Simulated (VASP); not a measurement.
# BN (P6_3mc) in VASP: elastic constants with PBE

Aim: the elastic constants of BN with PBE.

All numbers are computed with VASP 6.6.1; they aren't measurements. Logs are shortened: lines on timing, memory, paths and dates and some standing lists are left out, and cuts for length are marked.

**1. The crystal as given**

The structure is hexagonal, space group P6_3mc (No. 186). The conventional cell has a = 2.555 Å, b = 2.555 Å, c = 4.224 Å, α = 90.00°, β = 90.00°, γ = 120.00°. Around B (site symmetry 3m) lie 4 N at 1.57 to 1.58 Å. N (site symmetry 3m) is surrounded by 4 B at 1.57 to 1.58 Å.

The cell was built by a generator and needn't be a form met in nature.

**2. Elastic constants, PBE**

File POSCAR:

```
BN
1.0
    2.5546980559      0.0000000000      0.0000000000
   -1.2773490279      2.2124334154      0.0000000000
    0.0000000000      0.0000000000      4.2238834513
  B               N
     2     2
Direct
     0.3333333332999970    0.6666666667000030    0.9999627918607951
     0.6666666667000030    0.3333333332999970    0.4999627918607951
     0.3333333332999970    0.6666666667000030    0.3745372081392025
     0.6666666667000030    0.3333333332999970    0.8745372081392025
```

File INCAR.step1:

```
SYSTEM = BN
PREC = Accurate
ENCUT = 600
EDIFF = 1E-8
ISMEAR = -1
SIGMA = 0.05
LREAL = .FALSE.
LASPH = .TRUE.
NELM = 60
ALGO = Normal
ISIF = 3
LWAVE = .FALSE.
LCHARG = .FALSE.
GGA = PE
KPAR = 4
IBRION = 2
NSW = 40
EDIFFG = -0.002
```

File INCAR.step2:

```
SYSTEM = BN
PREC = Accurate
ENCUT = 600
EDIFF = 1E-8
ISMEAR = -1
SIGMA = 0.05
LREAL = .FALSE.
LASPH = .TRUE.
NELM = 60
ALGO = Normal
ISIF = 3
LWAVE = .FALSE.
LCHARG = .FALSE.
GGA = PE
KPAR = 4
IBRION = 6
NFREE = 2
POTIM = 0.015
NSW = 1
```

File KPOINTS:

```
regular mesh
0
G
  12 12 8
  0 0 0
```

Potentials or basis: VASP PAW PBE potentials, release 64 (B, N).

The run is started by

```console
$ cat potpaw_PBE.64/B/POTCAR potpaw_PBE.64/N/POTCAR > POTCAR
$ cp INCAR.step1 INCAR
$ mpirun -np 4 vasp_std > vasp.out
$ cp CONTCAR POSCAR
$ cp INCAR.step2 INCAR
$ mpirun -np 4 vasp_std > vasp.out
```

OUTCAR:

```text
SYSTEM = BN
   PREC = Accurate
   ENCUT = 600
   EDIFF = 1E-8
   ISMEAR = -1
   LREAL = .FALSE.
   LASPH = .TRUE.
   NELM = 60
   ISIF = 3
   GGA = PE
   IBRION = 6
   NFREE = 2
   POTIM = 0.015
   NSW = 1

 ion  position               nearest neighbor table
   1  0.333  0.667  1.000-   4 1.57   4 1.57   4 1.57   3 1.58
   2  0.667  0.333  0.500-   3 1.57   3 1.57   3 1.57   4 1.58
   3  0.333  0.667  0.375-   2 1.57   2 1.57   2 1.57   1 1.58
   4  0.667  0.333  0.875-   1 1.57   1 1.57   1 1.57   2 1.58

  LATTYP: Found a hexagonal cell.
 ALAT       =     2.5544516353
 C/A-ratio  =     1.6536803331

  Lattice vectors:

 A1 = (   2.5544516353,  -0.0000000000,   0.0000000000)
 A2 = (  -1.2772258176,   2.2122200089,   0.0000000000)
 A3 = (   0.0000000000,   0.0000000000,   4.2242464313)

Analysis of symmetry for initial positions (statically):
=====================================================================
 Subroutine PRICEL returns:
 Original cell was already a primitive cell.

 Routine SETGRP: Setting up the symmetry group for a
 hexagonal supercell.

 Subroutine GETGRP returns: Found 12 space group operations
 (whereof  6 operations were pure point group operations)
 out of a pool of 24 trial point group operations.

The static configuration has the point symmetry C_3v.
 The point group associated with its full space group is C_6v.

Analysis of symmetry for dynamics (positions and initial velocities):
=====================================================================
 Subroutine PRICEL returns:
 Original cell was already a primitive cell.

 Routine SETGRP: Setting up the symmetry group for a
 hexagonal supercell.

 Subroutine GETGRP returns: Found 12 space group operations
 (whereof  6 operations were pure point group operations)
 out of a pool of 24 trial point group operations.

[... 720 lines left out ...]
     10      15.8879      0.00000
     11      18.0157      0.00000
     12      18.5686      0.00000

 [... further k-points ...]

------------------------ aborting loop because EDIFF is reached ----------------------------------------

  FORCE on cell =-STRESS in cart. coord.  units (eV):
  Direction    XX          YY          ZZ          XY          YZ          ZX
  --------------------------------------------------------------------------------------
  -------------------------------------------------------------------------------------
  Total       -0.0132430     -0.0132430      0.0133597     -0.0000000      0.0000000     -0.0000000
  in kB       -0.8888343     -0.8888343      0.8966716     -0.0000000      0.0000000     -0.0000000
  external PRESSURE =      -0.2936657 kB  Pullay stress =       0.0000000 kB
[... 19 lines left out ...]
  FREE ENERGIE OF THE ION-ELECTRON SYSTEM (eV)
  ---------------------------------------------------
  free  energy   TOTEN  =       -34.8356977587 eV

  energy  without entropy=      -34.8356977587  energy(sigma->0) =      -34.83569776

 INTERNAL STRAIN TENSORS FROM STRAINED CELLS
 ============================================

 INTERNAL STRAIN TENSOR FOR ION    1 for displacements in x,y,z  (eV/Angst):
          X           Y           Z          XY          YZ          ZX
  --------------------------------------------------------------------------------
  x    -0.00000     0.00000    -0.00000    -2.02771    -0.00000    -2.34948
  y    -2.04365     2.06626     0.00000     0.00001    -2.34292    -0.00005
  z    -1.09698    -1.10314    -0.01095    -0.00008    -0.00357    -0.00001

 INTERNAL STRAIN TENSORS FROM DISPLACED ATOMS
 ============================================

 INTERNAL STRAIN TENSOR FOR ION    1 for displacements in x,y,z  (eV/Angst):
          X           Y           Z          XY          YZ          ZX
  --------------------------------------------------------------------------------
  x    -0.00000     0.00000     0.00000    -2.03085    -0.00000    -2.34634
  y    -2.03085     2.03085     0.00000     0.00000    -2.34634    -0.00000
  z    -1.08297    -1.08297    -0.05406    -0.00000    -0.00000     0.00000

 INTERNAL STRAIN TENSOR FOR ION    4 for displacements in x,y,z  (eV/Angst):
          X           Y           Z          XY          YZ          ZX
  --------------------------------------------------------------------------------
  x     0.00000    -0.00000     0.00000     4.38941     0.00000     2.34805
  y     4.38941    -4.38941     0.00000    -0.00000     2.34805     0.00000
  z     1.08417     1.08417     0.05371     0.00000     0.00000     0.00000

 Eigenvectors and eigenvalues of the dynamical matrix
 ----------------------------------------------------

   1 f  =   33.312854 THz   209.310838 2PiTHz 1111.197215 cm-1   137.770834 meV
             X         Y         Z           dx          dy          dz
     -0.000000  1.474813  4.224016     0.000000   -0.000000   -0.614925
      1.277226  0.737407  2.111893     0.000000   -0.000000    0.614925
     -0.000000  1.474813  1.582211    -0.000000    0.000000   -0.349095
      1.277226  0.737407  3.694334    -0.000000    0.000000    0.349095
[... 71 lines left out ...]
  12 f/i=    0.000747 THz     0.004692 2PiTHz    0.024910 cm-1     0.003088 meV
             X         Y         Z           dx          dy          dz
     -0.000000  1.474813  4.224016     0.000000   -0.000000    0.466766
      1.277226  0.737407  2.111893     0.000000   -0.000000    0.466766
     -0.000000  1.474813  1.582211     0.000000   -0.000000    0.531159
      1.277226  0.737407  3.694334     0.000000   -0.000000    0.531159

--------------------------------------------------------------------------------------------------------

 ELASTIC MODULI CONTR FROM IONIC RELAXATION (kBar)
 Direction    XX          YY          ZZ          XY          YZ          ZX
 --------------------------------------------------------------------------------
 XX        -111.4887     97.7044     -0.3427     -0.0000     -0.0000      0.0000
 YY          97.7044   -111.4887     -0.3427     -0.0000      0.0000     -0.0000
 ZZ          -0.3427     -0.3427     -0.0170     -0.0000     -0.0000      0.0000
 XY          -0.0000     -0.0000     -0.0000   -104.5965      0.0000      0.0000
 YZ          -0.0000      0.0000     -0.0000      0.0000    -30.2947     -0.0000
 ZX           0.0000     -0.0000      0.0000      0.0000     -0.0000    -30.2947
 --------------------------------------------------------------------------------

 TOTAL ELASTIC MODULI (kBar)
 Direction    XX          YY          ZZ          XY          YZ          ZX
 --------------------------------------------------------------------------------
 XX        9266.0781   1302.1162    581.8098      0.0000     -0.0000      0.0000
 YY        1302.1162   9266.0781    581.8098      0.0000      0.0000     -0.0000
 ZZ         581.8098    581.8098  10146.0806      0.0000     -0.0000      0.0000
 XY           0.0000      0.0000      0.0000   3981.9810      0.0000      0.0000
 YZ          -0.0000      0.0000     -0.0000      0.0000   3303.0929      0.0000
 ZX           0.0000     -0.0000      0.0000      0.0000      0.0000   3303.0930
 --------------------------------------------------------------------------------
```

OUTCAR.step1:

```text
SYSTEM = BN
   PREC = Accurate
   ENCUT = 600
   EDIFF = 1E-8
   ISMEAR = -1
   LREAL = .FALSE.
   LASPH = .TRUE.
   NELM = 60
   ISIF = 3
[... 663 lines left out ...]
  -------------------------------------------------------------------------------------
  Total        0.0002103      0.0002103      0.0007619      0.0000000      0.0000000     -0.0000000
  in kB        0.0141176      0.0141176      0.0511347      0.0000000      0.0000000     -0.0000000
  external PRESSURE =       0.0264566 kB  Pullay stress =       0.0000000 kB
[... 19 lines left out ...]
  FREE ENERGIE OF THE ION-ELECTRON SYSTEM (eV)
  ---------------------------------------------------
  free  energy   TOTEN  =       -34.8398944272 eV

  energy  without entropy=      -34.8398944271  energy(sigma->0) =      -34.83989443

 reached required accuracy - stopping structural energy minimisation
```

OSZICAR.step1:

```text
N       E                     dE             d eps       ncg     rms          rms(c)
DAV:   1     0.605686994140E+02    0.60569E+02   -0.94880E+03  2288   0.145E+03
DAV:   2    -0.336495482901E+02   -0.94218E+02   -0.87483E+02  3272   0.310E+02
DAV:   3    -0.367314682941E+02   -0.30819E+01   -0.30652E+01  3016   0.547E+01
[... 19 lines left out ...]
       N       E                     dE             d eps       ncg     rms          rms(c)
DAV:   1    -0.348398956113E+02   -0.28035E-05   -0.12050E-04  2944   0.108E-01    0.677E-03
DAV:   2    -0.348398948308E+02    0.78050E-06   -0.32376E-06  2752   0.190E-02    0.382E-03
DAV:   3    -0.348398944338E+02    0.39701E-06   -0.65471E-07  2988   0.822E-03    0.833E-04
DAV:   4    -0.348398944272E+02    0.66781E-08   -0.80203E-08  2760   0.288E-03
   3 F= -.34839894E+02 E0= -.34839894E+02  d E =-.238921E-05
```

Run time: 3.9 min. Hardware: 4 MPI ranks of Intel Xeon Platinum 8488C (Sapphire Rapids), shared host; peak memory 0.41 GiB.

Results:

```
Voigt bulk modulus                                      : 373 GPa
Highest phonon frequency at Γ, LO-TO splitting left out : 1111 cm⁻¹
```

Phonon frequencies in cm⁻¹ (negative: imaginary):
| q point | frequencies |
| --- | --- |
| (0.000, 0.000, 0.000) | 0 0 0 472 472 944 944 954 1010 1043 1043 1111 |

Elastic tensor in Voigt notation (GPa, in the Cartesian axes of the cell as first typed):
```
 927  130   58    0    0    0
 130  927   58    0    0    0
  58   58 1015    0    0    0
   0    0    0  330    0    0
   0    0    0    0  330    0
   0    0    0    0    0  398
```

Clamped-ion elastic tensor (GPa):
```
 938  120   58    0    0    0
 120  938   58    0    0    0
  58   58 1015    0    0    0
   0    0    0  333    0    0
   0    0    0    0  333    0
   0    0    0    0    0  409
```
